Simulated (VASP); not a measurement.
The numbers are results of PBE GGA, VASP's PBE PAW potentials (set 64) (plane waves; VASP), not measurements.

A VASP calculation is set up with these files.

INCAR:
```
SYSTEM = FeO
PREC = Accurate; ENCUT = 520; LREAL = .False.
LASPH = .True.; NBANDS = 15
EDIFF = 1E-6; NELM = 100; ALGO = Normal
LMAXMIX = 4
ISMEAR = 0; SIGMA = 0.05
GGA = PE
MAGMOM = 4.0 -4.0 0.0 0.0
ISPIN = 2
ISIF = 2
LWAVE = .False.; LCHARG = .False.; LORBIT = 10
```

**POSCAR**
```
FeO
8.83320
  0.5000000000   0.2500000000   0.2500000000
  0.2500000000   0.5000000000   0.2500000000
  0.2500000000   0.2500000000   0.5000000000
Fe O
2 2
Cart
  0.0000000000   0.0000000000   0.0000000000
  0.5000000000   0.5000000000   0.5000000000
  0.2500000000   0.2500000000   0.2500000000
  0.7500000000   0.7500000000   0.7500000000
```

**KPOINTS**
```
K-points
0
gamma
  8 8 8
```

POTCAR, in this order: Fe O (PBE.64 set). Program: vasp_std.

The resulting files:

**OSZICAR**
```
       N       E                     dE             d eps       ncg     rms          rms(c)
DAV:   1     0.266169564933E+03    0.26617E+03   -0.13976E+04  3908   0.222E+03
DAV:   2     0.217235706682E+02   -0.24445E+03   -0.24340E+03  3956   0.467E+02
DAV:   3    -0.327870199282E+02   -0.54511E+02   -0.53961E+02  7532   0.201E+02
DAV:   4    -0.354246366334E+02   -0.26376E+01   -0.25458E+01  5422   0.459E+01
DAV:   5    -0.355559757150E+02   -0.13134E+00   -0.12530E+00  5859   0.772E+00    0.211E+01
DAV:   6    -0.318319556072E+02    0.37240E+01   -0.11600E+02  6335   0.142E+02    0.284E+01
DAV:   7    -0.295267793461E+02    0.23052E+01   -0.20027E+01  7402   0.957E+01    0.118E+01
DAV:   8    -0.296761220069E+02   -0.14934E+00   -0.22961E+00  4759   0.146E+01    0.735E+00
DAV:   9    -0.296618382291E+02    0.14284E-01   -0.48788E-01  7325   0.812E+00    0.128E+00
DAV:  10    -0.296714521660E+02   -0.96139E-02   -0.92469E-02  5880   0.379E+00    0.672E-01
DAV:  11    -0.296714872422E+02   -0.35076E-04   -0.42921E-02  7169   0.245E+00    0.360E-01
DAV:  12    -0.296729606551E+02   -0.14734E-02   -0.94313E-03  6523   0.737E-01    0.157E-01
DAV:  13    -0.296731488638E+02   -0.18821E-03   -0.19930E-03  5941   0.281E-01    0.853E-02
DAV:  14    -0.296732781394E+02   -0.12928E-03   -0.10002E-03  6694   0.183E-01    0.372E-02
DAV:  15    -0.296733308909E+02   -0.52751E-04   -0.49015E-04  6888   0.159E-01    0.127E-02
DAV:  16    -0.296734116097E+02   -0.80719E-04   -0.64573E-04  5716   0.513E-02    0.542E-03
DAV:  17    -0.296735146710E+02   -0.10306E-03   -0.99680E-04  4309   0.264E-02    0.433E-03
DAV:  18    -0.296736024735E+02   -0.87803E-04   -0.87373E-04  4666   0.273E-02    0.233E-03
DAV:  19    -0.296736546606E+02   -0.52187E-04   -0.52441E-04  4505   0.201E-02    0.989E-04
DAV:  20    -0.296736820042E+02   -0.27344E-04   -0.27329E-04  2181   0.797E-03    0.566E-04
DAV:  21    -0.296736949224E+02   -0.12918E-04   -0.12920E-04  2055   0.424E-03    0.522E-04
DAV:  22    -0.296737008509E+02   -0.59285E-05   -0.59276E-05  2020   0.325E-03    0.192E-04
DAV:  23    -0.296737035140E+02   -0.26631E-05   -0.26643E-05  2020   0.216E-03    0.117E-04
DAV:  24    -0.296737047073E+02   -0.11933E-05   -0.11904E-05  2013   0.202E-03    0.125E-04
DAV:  25    -0.296737052382E+02   -0.53085E-06   -0.53132E-06  1978   0.987E-04
   1 F= -.29673705E+02 E0= -.29670233E+02  d E =-.694443E-02  mag=     0.0000
```

### OUTCAR
```
------------------------ aborting loop because EDIFF is reached ----------------------------------------
  FORCE on cell =-STRESS in cart. coord.  units (eV):
  Direction    XX          YY          ZZ          XY          YZ          ZX
  --------------------------------------------------------------------------------------
  Total       -3.3023245     -3.3023245     -3.3023245      0.6462529      0.6462529      0.6462529
  in kB     -122.8276437   -122.8276437   -122.8276437     24.0369229     24.0369229     24.0369229
  external PRESSURE =    -122.8276437 kB  Pullay stress =       0.0000000 kB
  volume of cell :       43.08
      direct lattice vectors                 reciprocal lattice vectors
     4.416600000  2.208300000  2.208300000     0.339627768 -0.113209256 -0.113209256
     2.208300000  4.416600000  2.208300000    -0.113209256  0.339627768 -0.113209256
     2.208300000  2.208300000  4.416600000    -0.113209256 -0.113209256  0.339627768
 POSITION                                       TOTAL-FORCE (eV/Angst)
 -----------------------------------------------------------------------------------
      0.00000      0.00000      0.00000        -0.000000      0.000000      0.000000
      4.41660      4.41660      4.41660         0.000000      0.000000      0.000000
      2.20830      2.20830      2.20830        -0.000000     -0.000000      0.000000
      6.62490      6.62490      6.62490         0.000000      0.000000     -0.000000
 -----------------------------------------------------------------------------------
    total drift:                                0.000000     -0.000000     -0.000000
  FREE ENERGIE OF THE ION-ELECTRON SYSTEM (eV)
  ---------------------------------------------------
  free  energy   TOTEN  =       -29.6737052382 eV

  energy  without entropy=      -29.6667608042  energy(sigma->0) =      -29.67023302

 total charge

# of ion       s       p       d       tot
------------------------------------------
    1        0.265   0.308   6.076   6.648
    2        0.265   0.308   6.076   6.648
    3        1.561   3.387   0.000   4.948
    4        1.561   3.387   0.000   4.948
--------------------------------------------------
tot          3.651   7.389  12.151  23.190

 magnetization (x)

# of ion       s       p       d       tot
------------------------------------------
    1        0.006   0.005   3.461   3.471
    2       -0.006  -0.005  -3.461  -3.471
    3        0.000   0.000   0.000   0.000
    4        0.000   0.000   0.000   0.000
--------------------------------------------------
tot          0.000   0.000   0.000   0.000
```
(Selected blocks of OUTCAR.)

The compound is FeO in the rock salt, AFM-II order structure. The cell was not relaxed at this level. The run is one of a series of settings (NBANDS = 15 against the base run), some of them coarse on purpose. VASP warned that the highest band is occupied, so more bands are needed.
